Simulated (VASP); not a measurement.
The system is C.

```
C
1.0
     2.46729    0.00000    0.00000
    -1.23365    2.13674    0.00000
     0.00000    0.00000    7.80307
C
4
Direct
  0.00000 0.00000 0.25000
  0.00000 0.00000 0.75000
  0.33333 0.66667 0.25000
  0.66667 0.33333 0.75000
```

| Item | Value |
| --- | --- |
| Program | VASP 6.6.1 |
| Task | relaxation of cell and atoms |
| Functional | PBE |
| Dispersion | D3(BJ) |
| Potentials or basis | VASP PAW PBE potentials, release 64 (C_h) |
| Cutoff | 900 eV |
| k mesh | 15 × 15 × 4 |
| Occupations | gaussian, width 0.02 eV |
| Spin | no spin polarisation |

At the start: pressure -1.5 GPa; volume 10.28 Å³/atom.

Q: Where does the relaxation end?

A: Over 15 steps the energy falls by 13.2 meV/atom and the volume is 8.83 Å³/atom (-14.2 %); space group P6_3/mmc (No. 194, to 0.05 Å).

The path:
```
step  energy change (eV)  largest force (eV/Å)  pressure (GPa)  volume (Å³)
   1              0.0000                0.0000           -1.48        41.14
   2             -0.0021                0.0000            1.23        40.57
   3             -0.0023                0.0000            0.64        40.69
   4             -0.0043                0.0000            0.64        40.54
   5             -0.0103                0.0000            0.63        40.10
   6             -0.0217                0.0000            0.62        39.21
   7             -0.0412                0.0000            0.63        37.43
   8             -0.0451                0.0000            1.25        33.86
   9             -0.0518                0.0000            0.77        35.76
  10             -0.0525                0.0000            0.87        35.19
  11             -0.0467                0.0000           -3.95        35.75
  12             -0.0528                0.0000            0.00        35.29
  13             -0.0528                0.0000            0.01        35.29
  14             -0.0528                0.0000            0.02        35.29
  15             -0.0528                0.0000            0.02        35.31
```

Final structure:
```xyz
4
Lattice="2.4644 0.0000 0.0000 -1.2322 2.1343 0.0000 0.0000 0.0000 6.7135" Properties=species:S:1:pos:R:3 pbc="T T T"
C     0.0000    0.0000    1.6784
C     0.0000    0.0000    5.0351
C     0.0000    1.4228    1.6784
C     1.2322    0.7114    5.0351
```

Caveat: the cutoff is under 1.25 times the usual one of these potentials, so pressure, stress and relaxed cells hold a basis-set (Pulay) error.
